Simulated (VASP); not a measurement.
```xyz
5
Lattice="-2.0447 2.0447 5.1087 2.0447 -2.0447 5.1087 2.0447 2.0447 -5.1087" Properties=species:S:1:pos:R:3 pbc="T T T"
La     2.0447     2.0447     5.1087
Si     0.0000     0.0000     6.4094
Si     0.0000     0.0000     3.8080
Rh     0.0000     2.0447     2.5544
Rh     2.0447     0.0000     2.5544
```

The numbers are results of PBEsol GGA, VASP's PBE PAW potentials (set 64) (plane waves; VASP), not measurements. Numerical set-up: 400 eV cut-off, Gaussian smearing of 0.050 eV, potentials La Si Rh_pv.

Give the energies of bands 15 to 28 at the high-symmetry points, in eV from the Fermi level.

```
band      Γ      X      P      N      M      S      R
----  -----  -----  -----  -----  -----  -----  -----
15    -4.52  -3.69  -3.49  -4.32  -4.83  -4.27  -3.85
16    -4.52  -3.36  -3.36  -4.00  -4.71  -4.16  -3.59
17    -2.61  -3.31  -3.33  -3.92  -3.88  -3.96  -3.34
18    -2.61  -3.30  -3.33  -3.50  -3.19  -3.63  -3.33
19    -2.61  -3.05  -3.22  -3.28  -2.86  -3.50  -3.05
20    -2.28  -3.00  -3.22  -2.99  -2.86  -2.79  -2.66
21    -1.77  -2.35  -2.15  -2.77  -1.36  -2.63  -2.56
22    -1.38  -1.90  -1.89  -2.72  -0.18  -2.60  -2.31
23    -1.02  -1.87  -1.88  -2.24  -0.18  -2.54  -1.90
24    -1.02  -1.57  -1.04  -1.49  -0.15   0.05  -0.98
25    -0.67  -0.58  -1.04  -0.10   0.05   0.07  -0.69
26    -0.15   0.60   0.61   1.50   1.25   0.34   0.60
27     1.56   0.60   0.61   1.80   2.29   2.29   0.71
28     1.56   2.00   1.94   2.27   2.47   2.29   2.11
```

It has no gap at this level: it comes out as a metal or semimetal.

The structure comes from a computed database's LaRh2Si2 entry (I4/mmm); how it stands against other phases isn't given here. It was relaxed first. The electron count is odd and the run is not spin-polarised, which forces a metal.
